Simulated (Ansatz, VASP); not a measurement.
**Si (amorphous Si) in two plane-wave programs**

Aim: how closely do two programs agree when they are given the same cell, functional and k mesh? The cell is taken from a series of runs on this material, whose earlier steps may have relaxed, scaled, displaced or heated it; both programs get it as it stands.

Program: Ansatz 0.2.0. Level of theory: plane waves, with VASP 6.6.1 beside it; single point at revPBE. Results are calculated unless marked as measured.

## Step 1: The structure

The cell holds 164 atoms: 164 Si. Cell: a = 15.076 Å, b = 15.076 Å, c = 15.076 Å, α = 90.0°, β = 90.0°, γ = 90.0°. As first built, before any earlier steps moved the atoms (in the runner's words): 164 atoms (164 Si) placed at random at 2.23 g/cm^3, melted at 3500 K for 10 ps at fixed volume with the Tersoff potential (Tersoff, Phys. Rev. B 39, 5566 (1989)). Quenched from 3500 K to 500 K at 200 K/ps and fixed volume, held 5 ps, then minimised at fixed cell.

## Step 2: VASP: single point, revPBE

With cell and atoms fixed, the geometry can't cause a difference; cores, projectors, grids and the points listed under the comparison can.

Lines of VASP's logs that name or quote its potential files are left out, and so is its time.

INCAR reads:

```
SYSTEM = Si
PREC = Accurate
ENCUT = 500
EDIFF = 1E-06
NELM = 120
ISMEAR = 0
SIGMA = 0.05
LREAL = Auto
ALGO = Normal
GGA = RE
NBANDS = 442
LORBIT = 11
LWAVE = .FALSE.
LCHARG = .FALSE.
ISIF = 2
LASPH = .TRUE.
GGA_COMPAT = .FALSE.
```

POSCAR reads:

```
Si
1.0
   15.0762000000      0.0000000000      0.0000000000
    0.0000000000     15.0762000000      0.0000000000
    0.0000000000      0.0000000000     15.0762000000
Si
164
Direct
    0.0778200000      0.2310400000      0.2064300000
    0.4544400000      0.6881600000      0.4256000000
    0.3004600000      0.3928800000      0.1925900000
    0.2266700000      0.1917200000      0.7944400000
    0.5825000000      0.6568500000      0.8365100000
    0.7492900000      0.9241600000      0.0720900000
    0.5373400000      0.3892600000      0.9662600000
    0.1058000000      0.9504900000      0.6731300000
    0.8424500000      0.4877200000      0.4251000000
    0.3263100000      0.2989900000      0.4398300000
    0.1965800000      0.8312600000      0.1765400000
    0.2790100000      0.5623700000      0.9559400000
    0.3535400000      0.1689200000      0.8797500000
    0.9528600000      0.3233400000      0.9034000000
    0.5781900000      0.9352300000      0.2643600000
    0.6098000000      0.9075700000      0.4161300000
    0.1359400000      0.4965600000      0.9958900000
    0.5042500000      0.5738700000      0.6267900000
    0.5565200000      0.4626700000      0.5236700000
    0.4070000000      0.4397600000      0.8001900000
    0.5297400000      0.1830200000      0.5494500000
    0.4525200000      0.4164100000      0.1913000000
    0.7308400000      0.0334700000      0.7417400000
    0.8550200000      0.3798900000      0.0127700000
    0.4205900000      0.3247400000      0.6952300000
    0.9720400000      0.8870100000      0.9762300000
    0.4671300000      0.2019600000      0.7783900000
    0.0663700000      0.2218900000      0.9697100000
    0.2377100000      0.6219000000      0.3565600000
    0.4534800000      0.7416300000      0.8731000000
[... 128 atom lines left out ...]
    0.1669400000      0.8575400000      0.5652400000
    0.0583900000      0.5476100000      0.8640800000
    0.4919700000      0.0831000000      0.6742300000
    0.0513700000      0.3058400000      0.7080000000
    0.7959800000      0.6183700000      0.5091500000
    0.6657000000      0.1586800000      0.4806300000
```

KPOINTS reads:

```
Automatic mesh
0
Gamma
1 1 1
0 0 0
```

PAW data sets: Si (PBE family, release 64).

Started as:

```sh
export OMP_NUM_THREADS=3
mpirun -np 1 vasp_gam
```

Numbers of over 12 decimals in the logs are rounded to 6 here.

The program printed:

```text
[banner, memory and clock lines left out]
running    1 mpi-ranks, on    1 nodes
[...]
Offloading initialized ...    1 GPUs detected
[...]
|                                                                             |
|               ----> ADVICE to this user running VASP <----                  |
|                                                                             |
|     You enforced a specific xc type in the INCAR file but a different       |
|     [... a line on the potential file left out ...]
|     I HOPE YOU KNOW WHAT YOU ARE DOING!                                     |
|                                                                             |

 LDA part: xc-table for (Slater+PW92), standard interpolation
 POSCAR, INCAR and KPOINTS ok, starting setup
[...]
entering main loop
       N       E                     dE             d eps       ncg     rms          rms(c)
DAV:   1     0.315605205053E+04    0.31561E+04   -0.27559E+05   884   0.126E+03
DAV:   2    -0.401592204035E+03   -0.35576E+04   -0.33443E+04  1120   0.211E+02
DAV:   3    -0.794483661449E+03   -0.39289E+03   -0.37693E+03  1112   0.612E+01
DAV:   4    -0.808958722183E+03   -0.14475E+02   -0.14227E+02  1088   0.134E+01
[...]
DAV:  20    -0.795692676571E+03   -0.10418E-04   -0.14685E-05  1000   0.498E-03    0.410E-03
DAV:  21    -0.795692679227E+03   -0.26557E-05   -0.37383E-06   896   0.249E-03    0.223E-03
DAV:  22    -0.795692680172E+03   -0.94541E-06   -0.21965E-06   776   0.196E-03
   1 F= -.79569268E+03 E0= -.79564361E+03  d E =-.981343E-01
```

From OUTCAR (step 2):

```text
  FREE ENERGIE OF THE ION-ELECTRON SYSTEM (eV)
  ---------------------------------------------------
  free  energy   TOTEN  =      -795.6926801722 eV

  energy  without entropy=     -795.5945458282  energy(sigma->0) =     -795.64361300
```

The gap is under twice the smearing width, so the edge states are partly filled and the run can't tell a small gap from a semimetal.

## Step 3: Ansatz: single point, revPBE

Ansatz runs on its default PAW (the set named soft_2) files.

The same cell, functional, mesh and smearing now go to Ansatz, which takes its cutoff from its data sets.

input.yaml reads:

```yaml
crystal:
  lattice:
    - [15.0762, 0.0, 0.0]
    - [0.0, 15.0762, 0.0]
    - [0.0, 0.0, 15.0762]
  atoms:
    - { symbol: Si, position: [0.07782, 0.23104, 0.20643] }
    - { symbol: Si, position: [0.45444, 0.68816, 0.4256] }
    - { symbol: Si, position: [0.30046, 0.39288, 0.19259] }
    - { symbol: Si, position: [0.22667, 0.19172, 0.79444] }
    - { symbol: Si, position: [0.5825, 0.65685, 0.83651] }
    - { symbol: Si, position: [0.74929, 0.92416, 0.07209] }
    - { symbol: Si, position: [0.53734, 0.38926, 0.96626] }
    - { symbol: Si, position: [0.1058, 0.95049, 0.67313] }
    - { symbol: Si, position: [0.84245, 0.48772, 0.4251] }
    - { symbol: Si, position: [0.32631, 0.29899, 0.43983] }
    - { symbol: Si, position: [0.19658, 0.83126, 0.17654] }
    - { symbol: Si, position: [0.27901, 0.56237, 0.95594] }
    - { symbol: Si, position: [0.35354, 0.16892, 0.87975] }
    - { symbol: Si, position: [0.95286, 0.32334, 0.9034] }
    - { symbol: Si, position: [0.57819, 0.93523, 0.26436] }
    - { symbol: Si, position: [0.6098, 0.90757, 0.41613] }
    - { symbol: Si, position: [0.13594, 0.49656, 0.99589] }
    - { symbol: Si, position: [0.50425, 0.57387, 0.62679] }
    - { symbol: Si, position: [0.55652, 0.46267, 0.52367] }
    - { symbol: Si, position: [0.407, 0.43976, 0.80019] }
    - { symbol: Si, position: [0.52974, 0.18302, 0.54945] }
    - { symbol: Si, position: [0.45252, 0.41641, 0.1913] }
    - { symbol: Si, position: [0.73084, 0.03347, 0.74174] }
    - { symbol: Si, position: [0.85502, 0.37989, 0.01277] }
    - { symbol: Si, position: [0.42059, 0.32474, 0.69523] }
    - { symbol: Si, position: [0.97204, 0.88701, 0.97623] }
    - { symbol: Si, position: [0.46713, 0.20196, 0.77839] }
    - { symbol: Si, position: [0.06637, 0.22189, 0.96971] }
    - { symbol: Si, position: [0.23771, 0.6219, 0.35656] }
    - { symbol: Si, position: [0.45348, 0.74163, 0.8731] }
[... 128 atom lines left out ...]
    - { symbol: Si, position: [0.16694, 0.85754, 0.56524] }
    - { symbol: Si, position: [0.05839, 0.54761, 0.86408] }
    - { symbol: Si, position: [0.49197, 0.0831, 0.67423] }
    - { symbol: Si, position: [0.05137, 0.30584, 0.708] }
    - { symbol: Si, position: [0.79598, 0.61837, 0.50915] }
    - { symbol: Si, position: [0.6657, 0.15868, 0.48063] }
kpoints:
  mp_grid: { grid: [1, 1, 1] }
hamiltonian:
  xc: revpbe
scf:
  occupations: { method: gaussian, width: 0.05 }
output:
  forces: true
  stress: true
  populations: true
  dos:
    method: { smearing: { sigma: 0.15 } }
    de: 0.1
    projected: { site_lists: { Si: [Si] } }
  eigenvalues: true
```

Started as:

```sh
ansatz run input.yaml --threads 4 --pin off --max-ram 8192MiB --backend cpu --events-out ev --progress --plain --runs-dir out
```

The program printed:

```text
Engine: ansatz 0.2.0, aarch64-unknown-linux-gnu
Pseudopotentials: kind: paw
Pseudopotential: Si, paw, valence charge 4, recommended cutoff 420 eV (normal), Si.paw.azcp
Functional definition: revPBE
  parameter kappa = 1.245
  parameter beta = 0.066725
  exchange = pbe_x(kappa = kappa, mu = beta*pi^2/3)
  correlation = pbe_c(beta = beta)
Crystal: 164 atoms, lattice volume = 3426.697 Å³
Basis set: ecut = 420 eV, 67043 PW (Γ), exchange–correlation on 216×216×216 points (8 copies of the dense FFT grid, shifted against one another)
Bands: 492, of which v1, the nominal top of the filled ones, is band 328 counted from 1 (327 counted from 0)
Symmetry: 1 space group operations
Space group: P1 (ITA 1), of the structure as read, at distance tolerance 1.5e-4 Å
k-points: 1
Non-local potential: Si, projectors of the file, l = 0: 2, l = 1: 2, l = 2: 2
PAW form: soft (Blöchl's): semilocal exchange-correlation on the pseudo side does not see the compensation charge
PAW frozen core: Si, regenerated for the run's functional, and the local potential with it (the file was generated under x = pbe(κ = 0.804, μ = 0.219515), c = pbe(β = 0.066725))
PAW one-centre angular grid: Si, 110 points (default); XC on 64 Gauss nodes
Initial density: superposition of atomic densities (neutral atoms: chi_scale 0, normalization atom), corrected by the library's trained network
Initial wavefunctions: pseudopotential atomic-orbital guess
Functional: x = revpbe(κ = 1.245, μ = 0.219515), c = pbe(β = 0.066725)
SCF iter   1: F=—  HF=-104578.010158 eV  |F-HF|=—  |Δ(HF+E_count)|=         —  Δρ=3.75e-3  dr2=1.33e0  ethr=1.77e-3  ⟨swp⟩=6.0  Hψ=2291  notcnv=0  defer=78
preconditioner: auto → Kerker (q_TF=auto, 2.071 Å⁻¹)  [metal: Δε(μ)=0.021 eV  Ē_g=7.413 eV  σ=0.050 eV  W_gap=0.24  n_scr=484 (ndim 8)  ℏωp=16.2 eV  f_vac=0.006  D(μ)=71.61/eV (n_scr^D=436)]
SCF iter   2: F=—  HF=-104577.920666 eV  |F-HF|=—  |Δ(HF+E_count)|=   8.95e-2  Δρ=2.20e-3  dr2=4.39e-1  ethr=2.02e-4  ⟨swp⟩=1.0  Hψ=566  notcnv=0  defer=95
SCF iter   3: F=—  HF=-104577.892024 eV  |F-HF|=—  |Δ(HF+E_count)|=   2.86e-2  Δρ=4.28e-4  dr2=2.11e-2  ethr=6.69e-5  ⟨swp⟩=3.0  Hψ=733  notcnv=0  defer=95
SCF iter   4: F=—  HF=-104577.898532 eV  |F-HF|=—  |Δ(HF+E_count)|=   6.51e-3  Δρ=1.89e-4  dr2=6.79e-3  ethr=3.21e-6  ⟨swp⟩=3.0  Hψ=690  notcnv=0  defer=95
SCF iter   5: F=—  HF=-104577.901692 eV  |F-HF|=—  |Δ(HF+E_count)|=   3.16e-3  Δρ=8.79e-5  dr2=1.47e-3  ethr=1.03e-6  ⟨swp⟩=2.0  Hψ=520  notcnv=0  defer=95
SCF iter   6: F=—  HF=-104577.902691 eV  |F-HF|=—  |Δ(HF+E_count)|=   9.98e-4  Δρ=4.16e-5  dr2=3.74e-4  ethr=2.25e-7  ⟨swp⟩=2.0  Hψ=659  notcnv=0  defer=95
SCF iter   7: F=—  HF=-104577.902896 eV  |F-HF|=—  |Δ(HF+E_count)|=   2.05e-4  Δρ=1.86e-5  dr2=5.48e-5  ethr=5.70e-8  ⟨swp⟩=2.0  Hψ=602  notcnv=0  defer=95
SCF iter   8: F=—  HF=-104577.904404 eV  |F-HF|=—  |Δ(HF+E_count)|=   1.51e-3  Δρ=9.80e-6  dr2=2.71e-5  ethr=8.35e-9  ⟨swp⟩=2.0  Hψ=821  notcnv=0  defer=148
SCF iter   9: F=—  HF=-104577.904414 eV  |F-HF|=—  |Δ(HF+E_count)|=   9.74e-6  Δρ=4.68e-6  dr2=3.48e-6  ethr=4.13e-9  ⟨swp⟩=2.0  Hψ=602  notcnv=0  defer=148
SCF iter  10: F=—  HF=-104577.904415 eV  |F-HF|=—  |Δ(HF+E_count)|=   1.98e-6  Δρ=2.32e-6  dr2=1.20e-6  ethr=5.31e-10  ⟨swp⟩=2.0  Hψ=544  notcnv=0  defer=148
SCF iter  11: F=—  HF=-104577.904416 eV  |F-HF|=—  |Δ(HF+E_count)|=   6.07e-7  Δρ=1.03e-6  dr2=2.10e-7  ethr=1.83e-10  ⟨swp⟩=2.0  Hψ=541  notcnv=0  defer=148
SCF iter  12: F=-104577.904416 eV  HF=-104577.904416 eV  |F-HF|=2.11e-8  |Δ(HF+E_count)|=   1.45e-7  Δρ=5.90e-7  dr2=7.84e-8  ethr=1.52e-11  ⟨swp⟩=19.0  Hψ=3040  notcnv=0
SCF 1 converged in 12 iterations: F = -104577.904416 eV  dr2 = 7.84e-8
  greatest PAW one-centre occupation: 0.678 electrons in one spin orbital (limit 2), on the Si atom at site 25 (counted from 0), in its partial waves of l = 0
SCF converged after 12 iterations
Free energy (F): -104577.904416 eV
Harris-Foulkes:  -104577.904416 eV  (|F-HF|=2.11e-8)
Internal energy: -104577.806584 eV  (E = F + TS)
E sigma→0 (E₀):  -104577.855500 eV
Entropy (-TS):   -0.097832 eV (-0.597 meV/atom)
Fermi energy:    6.061096 eV
--- Per-component energies (eV) ---
  E_band       = 606.731052
  E_kinetic    = 6497.364804
  E_local      = -6071.875569  (includes V_loc(G=0)·N_el)
  E_nonlocal   = 4149.301520
  E_hartree    = 1977.079691
  E_xc         = -9012.065564
  E_vxc        = -7585.857648  (∫ρ·V_xc dr)
  E_paw        = -84405.819749  (= ΣΔE_a)
  E_vpaw       = -336.361727  (= ΣTr[D̂ρ^β])
  E_aug_tail   = 0.001083  (compensation charges beyond the density's cutoff)
  E_ewald      = -17708.682478
  E_core_change = -3.110321  (= ΣΔE_core)
  E_smearing   = -0.097832  (= −TS)
  E_closure    = -0.000000  (closes the sum)
  Σ components = -104577.904416   (vs F -104577.904416, Δ=0.00e0)
--- Forces (eV/Å), atoms counted from 1 ---
  atom   1  Si     0.20329362    -0.26207128    -0.39317421
[...]
atom 161  Si    -0.09858923     0.05625966    -0.11097618
  atom 162  Si     0.02763918     0.07985897    -0.19820263
  atom 163  Si     0.24494334    -0.34043498    -0.31118654
  atom 164  Si     0.14847956     0.19004108     0.09132446
  max |Σ_I F_I| component: 3.47e-5 eV/Å
--- Stress (GPa, compression-positive) ---
       -0.112286      -0.328806      -0.876575
       -0.328806      -0.468309       0.085968
       -0.876575       0.085968       0.061853
  P = ⅓ Tr σ = -0.1729 GPa (-1.729 kbar)
--- Band table (eV) ---
  k-point 0: bands = [... 324 lower, 5.9052, 5.9467, 6.0288, 6.0507, 6.0752, 6.0960, 6.1178, 6.1550, ... 160 higher]
--- Löwdin populations: 164 sites ---
  site symbol       q [e]
     0     Si      3.9487
     1     Si      3.9407
     2     Si      4.0103
     3     Si      3.9141
     4     Si      3.9280
     5     Si      3.9149
     6     Si      3.8967
     7     Si      3.9012
     8     Si      3.9346
     9     Si      3.9697
    10     Si      3.9534
    11     Si      3.9657
    12     Si      3.9648
    13     Si      3.9731
    14     Si      3.9341
    15     Si      3.9565
    16     Si      3.9359
    17     Si      3.9540
    18     Si      3.9578
    19     Si      3.9672
    20     Si      3.9287
    21     Si      3.9281
    22     Si      3.9823
    23     Si      3.9659
[...]
156     Si      3.9340
   157     Si      4.0211
   158     Si      3.9415
   159     Si      3.9519
   160     Si      3.9823
   161     Si      3.9306
   162     Si      3.9512
   163     Si      3.9653
  spilling = 0.012499 (of n_electrons = 656.000000)
```

Reading the cycles: dr2 is the Hartree energy of the density residual (eV), the measure of convergence; HF is the Harris–Foulkes estimate of the energy, which meets the free energy F at convergence.

## Step 4: Comparison

Known differences besides the potentials themselves: the cutoff is 420 eV in Ansatz and 500 eV in VASP (PREC = Accurate, projectors in real space); Ansatz makes its cores anew for this functional, VASP keeps those of its PBE data sets. Total energies have different zeros and are not compared.

The two programs side by side:

```
      quantity  Ansatz   VASP  difference
pressure (GPa)   -0.17  -0.37       +0.19
```

Forces on 10 of the 164 atoms, those with the largest forces and the largest differences (eV/Å; atoms numbered as in POSCAR):

```
 atom         Ansatz x, y, z           VASP x, y, z
  Si3  -0.275, -0.055, 0.171  -0.258, -0.056, 0.169
 Si12  -0.597, 0.247, -0.309  -0.595, 0.245, -0.314
 Si67  -0.061, -0.302, 0.788  -0.064, -0.308, 0.789
 Si73    0.775, 0.225, 0.369    0.775, 0.224, 0.364
 Si81   0.858, 0.138, -0.206   0.859, 0.139, -0.206
Si100  -0.320, -0.097, 0.124  -0.322, -0.106, 0.110
Si101  -0.366, 0.657, -0.441  -0.364, 0.661, -0.435
Si102  -0.582, 0.433, -0.098  -0.577, 0.429, -0.100
Si142    0.174, 0.171, 0.029    0.163, 0.177, 0.037
Si148   0.818, 0.492, -0.126   0.818, 0.482, -0.130
```

The forces differ by 4.1 meV/Å r.m.s., which is 1.7 % of the r.m.s. force of 0.244 eV/Å (both taken over all components).

## Step 5: Outcome

* r.m.s. force difference (single point, revPBE): 1.7 % of the r.m.s. force

What this shows: The r.m.s. force difference is 1.7 % of the r.m.s. force (single point, revPBE), within the 3 % picked in this series as the mark of a large difference. Such differences can come from data sets, numerical settings and the points named under the comparisons, not from the functional's error against experiment.

[Lines on the potential files, build, host, timing and source positions are cut from VASP's logs without a mark.]

[Logs are printed without paths, hosts, clocks, repeated set-up lines and the standing remarks that a program may print on its own settings, such as how far it seeks lower states.]

[Hosts, paths, dates, database ids (printed as entryN), source tags and the programs' standing remarks are cut or masked in the printed files.]
